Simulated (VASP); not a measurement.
VASP ran on this input.

File POSCAR:
```
BeSe
1
    0.0000000000     2.6214000000     2.6214000000
    2.6214000000     0.0000000000     2.6214000000
    2.6214000000     2.6214000000     0.0000000000
Be Se
1 1
Direct
  0.0000000000   0.0000000000   0.0000000000
  0.2500000000   0.2500000000   0.2500000000
```

**INCAR**
```
# general
SYSTEM =BeSe
PREC   =Accurate
ENCUT  =400
LREAL  =.FALSE.
LASPH  =.FALSE.

# electronic loop
EDIFF  =1E-6
NELM   =100
ALGO   =Normal
LMAXMIX=4

# smearing
ISMEAR =0
SIGMA  =0.05

# functional
GGA    =PE

# ions
ISIF   =2

# output
LWAVE  =.FALSE.
LCHARG =.FALSE.
```

### KPOINTS
```
Automatic mesh
0
Gamma
8 8 8
0 0 0
```

POTCAR, in this order: Be Se (PBE.64 set). Program: vasp_std.

Q: Write an equivalent input for Quantum ESPRESSO's pw.x.

A: One equivalent input (not run):
```
&CONTROL
  calculation = 'scf'
  pseudo_dir = './pseudo'
  outdir = './out'
  tprnfor = .true.
  tstress = .true.
/
&SYSTEM
  ibrav = 0
  nat = 2
  ntyp = 2
  ecutwfc = 88
  occupations = 'smearing'
  smearing = 'gaussian'
  degauss = 0.003675
  input_dft = 'pbe'
/
&ELECTRONS
  conv_thr = 7.3e-08
  electron_maxstep = 100
/
ATOMIC_SPECIES
  Be 9.012 Be.upf
  Se 78.971 Se.upf
CELL_PARAMETERS angstrom
     0.0000000    2.6214000    2.6214000
     2.6214000    0.0000000    2.6214000
     2.6214000    2.6214000    0.0000000
ATOMIC_POSITIONS crystal
  Be   0.0000000  0.0000000  0.0000000
  Se   0.2500000  0.2500000  0.2500000
K_POINTS automatic
  8 8 8 0 0 0
```
The two are equivalent in intent, not identical: the potentials are each code's own (VASP's PAW set, PseudoDojo norm-conserving files in pw.x), so ENCUT and ecutwfc are chosen apart and not converted; conv_thr bounds pw.x's estimated SCF error, while EDIFF bounds the energy change between steps.

The compound is BeSe in the zinc blende structure. The cell was not relaxed at this level. The run is one of a series of settings (LASPH = .FALSE. against the base run), some of them coarse on purpose.
